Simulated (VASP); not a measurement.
Calculation: LDA (Ceperley-Alder, Perdew-Zunger), VASP's LDA PAW potentials (set 64) (plane waves; VASP).

Input for VASP

**KPOINTS**
```
kpoints
0
gamma
  16 16 9
0 0 0
```

**POSCAR**
```
Ti
2.8497710
  0.4999999071  -0.8660252614   0.0000000000
  0.4999999071   0.8660252614   0.0000000000
  0.0000000000   0.0000000000   1.5946728013
Ti
2
Cartesian
  0.4999999071   0.2886756645   0.3986682003
  0.4999999071  -0.2886756645   1.1960046009
```

### INCAR
```
NELM  =  100   # most electronic steps
LWAVE  =  .False.
LORBIT  =  11   # lm-projected
LASPH  =  .True.   # aspherical one-centre terms
ALGO  =  Normal
LMAXMIX  =  4
LREAL  =  .False.   # projection in real space or not
EDIFF  =  1E-7
PREC  =  Accurate
NEDOS  =  601   # DOS grid
ISMEAR  =  -5   # tetrahedra, Bloechl
LCHARG  =  .True.
SYSTEM  =  Ti
ISIF  =  2
ENCUT  =  400   # plane-wave cut-off (eV)
```

POTCAR, in this order: Ti_sv (LDA.64 set). Program: vasp_std.

The run wrote:

### OSZICAR
```
       N       E                     dE             d eps       ncg     rms          rms(c)
DAV:   1     0.221831571665E+03    0.22183E+03   -0.11923E+04  4824   0.162E+03
DAV:   2     0.732156357769E+01   -0.21451E+03   -0.21334E+03  5000   0.453E+02
DAV:   3    -0.180462834312E+02   -0.25368E+02   -0.25269E+02  9360   0.128E+02
DAV:   4    -0.189453199107E+02   -0.89904E+00   -0.89876E+00  4896   0.252E+01
DAV:   5    -0.189894436631E+02   -0.44124E-01   -0.44123E-01  7792   0.395E+00    0.126E+01
DAV:   6    -0.170958157474E+02    0.18936E+01   -0.68074E+00  5672   0.306E+01    0.339E+00
DAV:   7    -0.170703796297E+02    0.25436E-01   -0.76757E-01  7208   0.722E+00    0.202E+00
DAV:   8    -0.170943804364E+02   -0.24001E-01   -0.21767E-01  5496   0.657E+00    0.729E-01
DAV:   9    -0.170855939447E+02    0.87865E-02   -0.47973E-02  5656   0.275E+00    0.692E-02
DAV:  10    -0.170858963666E+02   -0.30242E-03   -0.23337E-03  7616   0.366E-01    0.888E-02
DAV:  11    -0.170859050576E+02   -0.86911E-05   -0.16936E-04  5672   0.132E-01    0.324E-02
DAV:  12    -0.170858938679E+02    0.11190E-04   -0.37686E-05  5920   0.553E-02    0.213E-03
DAV:  13    -0.170858945165E+02   -0.64859E-06   -0.92114E-07  6624   0.942E-03    0.229E-03
DAV:  14    -0.170858947977E+02   -0.28121E-06   -0.22752E-07  4088   0.479E-03    0.328E-04
DAV:  15    -0.170858948311E+02   -0.33467E-07   -0.22839E-08  3040   0.148E-03
   1 F= -.17085895E+02 E0= -.17085895E+02  d E =0.000000E+00
```

File OUTCAR:
```
------------------------ aborting loop because EDIFF is reached ----------------------------------------
  FORCE on cell =-STRESS in cart. coord.  units (eV):
  Direction    XX          YY          ZZ          XY          YZ          ZX
  --------------------------------------------------------------------------------------
  Total        0.0361455      0.0361455     -0.1056236     -0.0000000      0.0000000      0.0000000
  in kB        1.8118960      1.8118960     -5.2946779     -0.0000000      0.0000000      0.0000000
  external PRESSURE =      -0.5569620 kB  Pullay stress =       0.0000000 kB
  volume of cell :       31.96
      direct lattice vectors                 reciprocal lattice vectors
     1.424885235 -2.467973675  0.000000000     0.350905454 -0.202595354  0.000000000
     1.424885235  2.467973675  0.000000000     0.350905454  0.202595354  0.000000000
     0.000000000  0.000000000  4.544452303     0.000000000  0.000000000  0.220048519
 POSITION                                       TOTAL-FORCE (eV/Angst)
 -----------------------------------------------------------------------------------
      1.42489      0.82266      1.13611         0.000000     -0.000000      0.000000
      1.42489     -0.82266      3.40834        -0.000000      0.000000      0.000000
 -----------------------------------------------------------------------------------
    total drift:                               -0.000000      0.001041     -0.000020
  FREE ENERGIE OF THE ION-ELECTRON SYSTEM (eV)
  ---------------------------------------------------
  free  energy   TOTEN  =       -17.0858948311 eV

  energy  without entropy=      -17.0858948311  energy(sigma->0) =      -17.08589483

 total charge

# of ion       s       p       d       tot
------------------------------------------
    1        2.268   6.134   1.977  10.379
    2        2.268   6.134   1.977  10.379
--------------------------------------------------
tot          4.535  12.267   3.955  20.757
```
(Selected blocks of OUTCAR.)

For a metal the tetrahedron method with Blöchl corrections gives inexact stress and forces.

The compound is Ti in the hcp structure. It was relaxed first, which changed the volume by -9 %.
